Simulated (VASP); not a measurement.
```
Li2O
1.0
    0.00000     2.24926     2.24926
    2.24926     0.00000     2.24926
    2.24926     2.24926     0.00000
Li O
2 1
Direct
  0.25000   0.25000   0.25000
  0.75000   0.75000   0.75000
  0.00000   0.00000   0.00000
```

Level of theory: PBEsol GGA, VASP's PBE PAW potentials (set 64) (plane waves; VASP). Numerical set-up: 620 eV cut-off, 8×8×8 Γ-centred mesh, Gaussian smearing of 0.050 eV, potentials Li_sv O.

Problem. What does the run give for the energy per atom (σ→0), pressure, band gap (on the k-mesh) with the smallest direct gap where there is one?

Solution. 
```json
{
 "band gap (on the k-mesh)": "4.96 eV",
 "smallest direct gap (on the k-mesh)": "5.77 eV",
 "energy per atom (σ→0)": "-4.909 eV/atom",
 "pressure": "49.7 kbar"
}
```

The compound is Li2O in the antifluorite structure. It was relaxed first under an external pressure of 5 GPa.
